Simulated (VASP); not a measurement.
Here is the system:

```
LaScO3
1.0
    5.81688     0.00000     0.00000
    0.00000     8.12090     0.00000
    0.00000     0.00000     5.69814
La Sc O
4 4 12
Direct
  0.95538   0.25000   0.01146
  0.04462   0.75000   0.98854
  0.54462   0.75000   0.51146
  0.45538   0.25000   0.48854
  0.50000   0.00000   0.00000
  0.00000   0.00000   0.50000
  0.00000   0.50000   0.50000
  0.50000   0.50000   0.00000
  0.53377   0.25000   0.89948
  0.46623   0.75000   0.10052
  0.96623   0.75000   0.39948
  0.03377   0.25000   0.60052
  0.29628   0.94648   0.70362
  0.70372   0.05352   0.29638
  0.20372   0.05352   0.20362
  0.79628   0.94648   0.79638
  0.79628   0.55352   0.79638
  0.20372   0.44648   0.20362
  0.70372   0.44648   0.29638
  0.29628   0.55352   0.70362
```

Calculation: PBE GGA, VASP's PBE PAW potentials (set 64) (plane waves; VASP). Settings: LREAL = Auto, 400 eV cut-off, 5×4×5 Γ-centred mesh, Gaussian smearing of 0.010 eV, potentials La Sc_sv O.

At this cut-off the stress carries a Pulay error, which pulls relaxed volumes low.

Task: Estimate the energy per atom (σ→0), pressure, band gap (on the k-mesh) with the smallest direct gap where there is one.

Result: 
| Item | Value |
|---|---|
| band gap (on the k-mesh) | 3.93 eV |
| smallest direct gap (on the k-mesh) | 3.93 eV |
| energy per atom (σ→0) | -8.747 eV/atom |
| pressure | -3.21 GPa |

The absolute energy has meaning only against runs of the same code, potentials and settings.

The structure comes from a computed database's LaScO3 entry; how it stands against other phases isn't given here. The cell was not relaxed at this level.
